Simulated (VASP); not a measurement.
These are PBEsol GGA, VASP's PBE PAW potentials (set 64) (plane waves; VASP) values and carry that method's errors.

The input files of a VASP run:

**INCAR**
```
SYSTEM = Cd
PREC = Normal; ENCUT = 400; LREAL = F
LASPH = T
EDIFF = 1E-5; NELM = 100; NELMIN = 4
ALGO = Fast; LMAXMIX = 4
ISMEAR = 1; SIGMA = 0.1
GGA = PS
IBRION = 2; NSW = 20; ISIF = 2
EDIFFG = -0.03
LWAVE = F; LCHARG = F
```

KPOINTS:
```
Automatic
0
G
  16 16 8
0 0 0
```

**POSCAR**
```
Cd
1
    2.9672193607     0.0000000000     0.0000000000
   -1.4836096804     2.5696876379     0.0000000000
    0.0000000000     0.0000000000     5.5032259794
Cd
2
Direct
  0.6666670000   0.3333330000   0.7500000000
  0.3333330000   0.6666670000   0.2500000000
```

POTCAR, in this order: Cd (PBE.64 set). Program: vasp_std.

The resulting files:

File OUTCAR:
```
 ion  position               nearest neighbor table
   1  0.667  0.333  0.750-   2 3.24   2 3.24   2 3.24   2 3.24   2 3.24   2 3.24
   2  0.333  0.667  0.250-   1 3.24   1 3.24   1 3.24   1 3.24   1 3.24   1 3.24
  LATTYP: Found a hexagonal cell.
 ALAT       =     2.9672193607
 C/A-ratio  =     1.8546744647
 Subroutine PRICEL returns:
 Original cell was already a primitive cell.
 Subroutine GETGRP returns: Found 24 space group operations
The static configuration has the point symmetry D_3d.
 The point group associated with its full space group is D_6h.
The dynamic configuration has the point symmetry D_3d.
 Subroutine INISYM returns: Found 24 space group operations
 Subroutine IBZKPT returns following result:
 Found    150 irreducible k-points:

 Following reciprocal coordinates:
            Coordinates               Weight
  0.000000  0.000000  0.000000      1.000000
  0.062500 -0.000000  0.000000      6.000000
  0.125000 -0.000000  0.000000      6.000000
  0.187500 -0.000000  0.000000      6.000000
  0.250000 -0.000000  0.000000      6.000000
  0.312500 -0.000000  0.000000      6.000000
  0.375000 -0.000000  0.000000      6.000000
...
```

File OSZICAR:
```
       N       E                     dE             d eps       ncg     rms          rms(c)
DAV:   1     0.142678957582E+03    0.14268E+03   -0.11731E+04  4824   0.124E+03
DAV:   2     0.182845120350E+00   -0.14250E+03   -0.13990E+03  4968   0.344E+02
DAV:   3    -0.259080401835E+01   -0.27736E+01   -0.27710E+01  6008   0.579E+01
DAV:   4    -0.259367371667E+01   -0.28697E-02   -0.28696E-02  5656   0.158E+00
DAV:   5    -0.259368127671E+01   -0.75600E-05   -0.75603E-05  5928   0.774E-02    0.480E+00
RMM:   6    -0.242263503056E+01    0.17105E+00   -0.45352E-01  4800   0.716E+00    0.379E+00
RMM:   7    -0.240955072991E+01    0.13084E-01   -0.42413E-02  4800   0.151E+00    0.198E+00
RMM:   8    -0.240762004375E+01    0.19307E-02   -0.50810E-03  4800   0.112E+00    0.122E-01
RMM:   9    -0.240763965852E+01   -0.19615E-04   -0.53842E-04  4800   0.233E-01    0.338E-02
RMM:  10    -0.240766138492E+01   -0.21726E-04   -0.11115E-04  4800   0.157E-01    0.297E-02
RMM:  11    -0.240765817507E+01    0.32098E-05   -0.18861E-05  2730   0.455E-02
   1 F= -.24076582E+01 E0= -.24076514E+01  d E =-.240766E+01
```

OUTCAR:
```
------------------------ aborting loop because EDIFF is reached ----------------------------------------
  FORCE on cell =-STRESS in cart. coord.  units (eV):
  Direction    XX          YY          ZZ          XY          YZ          ZX
  --------------------------------------------------------------------------------------
  Total       -0.1433444     -0.1433445     -0.2860437      0.0000000      0.0000000      0.0000000
  in kB       -5.4732354     -5.4732366    -10.9218364      0.0000000      0.0000000      0.0000000
  external PRESSURE =      -7.2894361 kB  Pullay stress =       0.0000000 kB
  volume of cell :       41.96
      direct lattice vectors                 reciprocal lattice vectors
     2.967219361  0.000000000  0.000000000     0.337015865  0.194576178  0.000000000
    -1.483609680  2.569687638  0.000000000     0.000000000  0.389152357  0.000000000
     0.000000000  0.000000000  5.503225979     0.000000000  0.000000000  0.181711600
 POSITION                                       TOTAL-FORCE (eV/Angst)
 -----------------------------------------------------------------------------------
      1.48361      0.85656      4.12742         0.000000      0.000000      0.000000
     -0.00000      1.71313      1.37581        -0.000000      0.000000      0.000000
 -----------------------------------------------------------------------------------
    total drift:                                0.000033     -0.000019      0.000092
  FREE ENERGIE OF THE ION-ELECTRON SYSTEM (eV)
  ---------------------------------------------------
  free  energy   TOTEN  =        -2.4076581751 eV

  energy  without entropy=       -2.4076377724  energy(sigma->0) =       -2.40765137

 reached required accuracy - stopping structural energy minimisation
```
(Selected blocks of OUTCAR.)

The compound is Cd in the hcp structure. It was relaxed first.
